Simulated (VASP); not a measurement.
Method: r2SCAN meta-GGA, VASP's PBE PAW potentials (set 64) (plane waves; VASP 6.6.1).

A VASP calculation is set up with these files.

INCAR:
```
ISIF = 3
LCHARG = .FALSE.
PREC = Accurate
EDIFF = 1E-6
SYSTEM = SnSe2
LMAXMIX = 4
METAGGA = R2SCAN
LMIXTAU = .TRUE.
NELM = 100
LASPH = .TRUE.
IBRION = 2
ALGO = Normal   # blocked Davidson
LWAVE = .FALSE.
SIGMA = 0.05   # width (eV)
ISMEAR = 0   # Gaussian
NSW = 60   # most ionic steps
LREAL = .FALSE.   # projection in real space or not
EDIFFG = -0.02
ENCUT = 480
```

### POSCAR
```
SnSe2
1
    3.8436566772     0.0000000000     0.0000000000
   -1.9218283386     3.3287045429     0.0000000000
    0.0000000000     0.0000000000     6.5685253139
Sn Se
1 2
Direct
  0.0000000000   1.0000000000   0.0000000000
  0.3333330000   0.6666670000   0.2394238684
  0.6666670000   0.3333330000   0.7605761316
```

File KPOINTS:
```
Automatic mesh
0
Gamma
6 6 3
0 0 0
```

POTCAR, in this order: Sn_d Se (PBE.64 set). Program: vasp_std.

What VASP printed:

File OUTCAR:
```
 ion  position               nearest neighbor table
   1  0.000  0.000  0.000-   2 2.72   3 2.72   3 2.72   2 2.72   3 2.72   2 2.72
   2  0.333  0.667  0.239-   1 2.72   1 2.72   1 2.72
   3  0.667  0.333  0.761-   1 2.72   1 2.72   1 2.72
  LATTYP: Found a hexagonal cell.
 ALAT       =     3.8436566772
 C/A-ratio  =     1.7089261257
 Subroutine PRICEL returns:
 Original cell was already a primitive cell.
 Subroutine GETGRP returns: Found 12 space group operations
The static configuration has the point symmetry D_3d.
The dynamic configuration has the point symmetry D_3d.
 Subroutine INISYM returns: Found 12 space group operations
 Subroutine IBZKPT returns following result:
 Found     17 irreducible k-points:

 Following reciprocal coordinates:
            Coordinates               Weight
  0.000000  0.000000  0.000000      1.000000
  0.166667 -0.000000  0.000000      6.000000
  0.333333  0.000000  0.000000      6.000000
  0.500000  0.000000  0.000000      3.000000
  0.166667  0.166667  0.000000      6.000000
  0.333333  0.166667  0.000000     12.000000
  0.333333  0.333333  0.000000      2.000000
  0.000000  0.000000  0.333333      2.000000
  0.166667 -0.000000  0.333333      6.000000
  0.000000  0.166667  0.333333      6.000000
  0.333333  0.000000  0.333333      6.000000
  0.000000  0.333333  0.333333      6.000000
  0.500000  0.000000  0.333333      6.000000
  0.166667  0.166667  0.333333     12.000000
  0.333333  0.166667  0.333333     12.000000
 -0.166667  0.500000  0.333333     12.000000
  0.333333  0.333333  0.333333      4.000000
   k-points           NKPTS =     17   k-points in BZ     NKDIM =     17   number of bands    NBANDS=     17
   number of dos      NEDOS =    301   number of ions     NIONS =      3
   total plane-waves  NPLWV =  37632
   dimension x,y,z NGX =    28 NGY =   28 NGZ =   48
   dimension x,y,z NGXF=    56 NGYF=   56 NGZF=   96
   ions per type =               1   2
   PREC   = accura    normal or accurate (medium, high low for compatibility)
   ISTART =      0    job   : 0-new  1-cont  2-samecut
   ICHARG =      2    charge: 1-file 2-atom 10-const
   ISPIN  =      1    spin polarized calculation?
   LNONCOLLINEAR =      F non collinear calculations
   LSORBIT =      F    spin-orbit coupling
   INIWAV =      1    electr: 0-lowe 1-rand  2-diag
   ENCUT  =  480.0 eV  35.28 Ry    5.94 a.u.   6.87  6.87 11.73*2*pi/ulx,y,z
   NELM   =    100;   NELMIN=  2; NELMDL= -5     # of ELM steps
   EDIFF  = 0.1E-05   stopping-criterion for ELM
   LREAL  =      F    real-space projection
   NLSPLINE    = F    spline interpolate recip. space projectors
   LMAXMIX     =    4 max onsite mixed and CHGCAR
   VOSKOWN=      0    Vosko Wilk Nusair interpolation
   EDIFFG = -.2E-01   stopping-criterion for IOM
   NSW    =     60    number of steps for IOM
   NBLOCK =      1;   KBLOCK =     60    inner block; outer block
   IBRION =      2    ionic relax: 0-MD 1-quasi-New 2-CG
   NFREE  =      1    steps in history (QN), initial steepest desc. (CG)
   ISIF   =      3    stress and relaxation
   ISYM   =      2    0-nonsym 1-usesym 2-fastsym
   TEIN   =    0.0    initial temperature
   TEBEG  =    0.0;   TEEND  =   0.0 temperature during run
   SMASS  =  -3.00    Nose mass-parameter (am)
   PSTRESS=    0.0 pullay stress
   NELECT =      26.0000    total number of electrons
   EFERMI =   0.00;   METHOD = LEGACY
   ISMEAR =     0;   SIGMA  =   0.05  broadening in eV -4-tet -1-fermi 0-gaus
   IALGO  =     38    algorithm
   LDIAG  =      T    sub-space diagonalisation (order eigenvalues)
   IMIX   =      4    mixing-type and parameters
     AMIX     =   0.40;   BMIX     =  1.00
     AMIX_MAG =   1.60;   BMIX_MAG =  1.00
     AMIN     =   0.10
...
```

File OSZICAR:
```
       N       E                     dE             d eps       ncg     rms          rms(c)
DAV:   1     0.145391526270E+03    0.14539E+03   -0.11893E+04   578   0.162E+03
DAV:   2    -0.383697616527E+02   -0.18376E+03   -0.18041E+03   628   0.381E+02
DAV:   3    -0.584288562101E+02   -0.20059E+02   -0.19608E+02   724   0.120E+02
DAV:   4    -0.590676892486E+02   -0.63883E+00   -0.63804E+00   734   0.229E+01
DAV:   5    -0.590819739075E+02   -0.14285E-01   -0.14284E-01   862   0.349E+00    0.569E+00
DAV:   6    -0.566343420420E+02    0.24476E+01   -0.17136E+00   744   0.208E+01    0.387E+00
DAV:   7    -0.537174061743E+02    0.29169E+01   -0.87301E-01   620   0.617E+00    0.133E+00
DAV:   8    -0.545401792677E+02   -0.82277E+00   -0.64922E-01   619   0.637E+00    0.646E-01
DAV:   9    -0.545691390801E+02   -0.28960E-01   -0.15165E-01   590   0.309E+00    0.374E-01
DAV:  10    -0.545972003448E+02   -0.28061E-01   -0.18401E-02   663   0.119E+00    0.247E-01
DAV:  11    -0.546235264628E+02   -0.26326E-01   -0.44980E-02   594   0.188E+00    0.120E-01
DAV:  12    -0.546253191113E+02   -0.17926E-02   -0.46891E-03   617   0.541E-01    0.118E-01
DAV:  13    -0.546260750461E+02   -0.75593E-03   -0.33300E-04   730   0.188E-01    0.861E-02
DAV:  14    -0.546275871116E+02   -0.15121E-02   -0.21059E-03   586   0.467E-01    0.260E-02
DAV:  15    -0.546278408897E+02   -0.25378E-03   -0.36858E-04   588   0.187E-01    0.275E-02
DAV:  16    -0.546277839320E+02    0.56958E-04   -0.13091E-04   668   0.106E-01    0.282E-02
DAV:  17    -0.546278313514E+02   -0.47419E-04   -0.19786E-05   610   0.430E-02    0.145E-02
DAV:  18    -0.546278425033E+02   -0.11152E-04   -0.67222E-05   608   0.813E-02    0.150E-02
DAV:  19    -0.546278486661E+02   -0.61628E-05   -0.66318E-06   605   0.287E-02    0.865E-03
DAV:  20    -0.546278485084E+02    0.15769E-06   -0.39351E-06   507   0.180E-02
   1 F= -.54627849E+02 E0= -.54627849E+02  d E =-.546278E+02
```

OUTCAR:
```
------------------------ aborting loop because EDIFF is reached ----------------------------------------
  FORCE on cell =-STRESS in cart. coord.  units (eV):
  Direction    XX          YY          ZZ          XY          YZ          ZX
  --------------------------------------------------------------------------------------
  Total       -0.0024407     -0.0024407     -0.0101156      0.0000000      0.0000000      0.0000000
  in kB       -0.0465309     -0.0465309     -0.1928469      0.0000000      0.0000000      0.0000000
  external PRESSURE =      -0.0953029 kB  Pullay stress =       0.0000000 kB
  volume of cell :       84.04
      direct lattice vectors                 reciprocal lattice vectors
     3.843656677  0.000000000  0.000000000     0.260168918  0.150208585  0.000000000
    -1.921828339  3.328704543  0.000000000     0.000000000  0.300417170  0.000000000
     0.000000000  0.000000000  6.568525314     0.000000000  0.000000000  0.152241173
 POSITION                                       TOTAL-FORCE (eV/Angst)
 -----------------------------------------------------------------------------------
      0.00000      0.00000      0.00000        -0.000000      0.000000     -0.000000
     -0.00000      2.21914      1.57266         0.000000      0.000000      0.005171
      1.92183      1.10957      4.99586        -0.000000     -0.000000     -0.005171
 -----------------------------------------------------------------------------------
    total drift:                               -0.000000      0.000000      0.000000
  FREE ENERGIE OF THE ION-ELECTRON SYSTEM (eV)
  ---------------------------------------------------
  free  energy   TOTEN  =       -54.6278485084 eV

  energy  without entropy=      -54.6278485084  energy(sigma->0) =      -54.62784851

 reached required accuracy - stopping structural energy minimisation
```
(Selected blocks of OUTCAR.)

The compound is SnSe2 in the 1T layered structure. It was relaxed first, which changed the volume by +9 %. The start is the result of an earlier pass.
